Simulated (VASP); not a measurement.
Here is a VASP 6.6.1 calculation.

INCAR

```
PREC     = Accurate       # precision mode
ENCUT    = 520            # plane-wave cutoff, eV
EDIFF    = 1E-8           # SCF threshold, eV
ISMEAR   = -1             # smearing method
SIGMA    = 0.05           # smearing width, eV
LREAL    = False          # projectors in reciprocal space
LASPH    = True           # aspherical terms in the spheres
NELM     = 100            # most SCF steps
ALGO     = Normal         # electronic algorithm
ISIF     = 2              # what is computed and relaxed
LWAVE    = False          # write WAVECAR
LCHARG   = False          # write CHGCAR
GGA      = PE             # functional
LEFG     = True         
NBANDS   = 17             # bands
```

KPOINTS

```
Automatic mesh
0
Gamma
  12 12 12
```

Contents of POSCAR:

```
BiP
1.0
    0.0000000000      2.9623541777      2.9623541777
    2.9623541777      0.0000000000      2.9623541777
    2.9623541777      2.9623541777      0.0000000000
Bi P
1 1
Direct
    0.0000000000      0.0000000000      0.0000000000
    0.5000000000      0.5000000000      0.5000000000
```

Potentials or basis: VASP PAW PBE potentials, release 64 (Bi_d, P).

The run is started by

```sh
$ cat potpaw_PBE.64/Bi_d/POTCAR potpaw_PBE.64/P/POTCAR > POTCAR
$ mpirun -np 1 vasp_std > vasp.out
```

(1) What does it give for the band gap on the k mesh?

(2) Predict the pressure.

Results:

(1) 0.01 eV, direct.

(2) -2.6 GPa.

Caveat: spin-orbit coupling is left out, which as a rule narrows the gap of such compounds by several tenths of an eV.
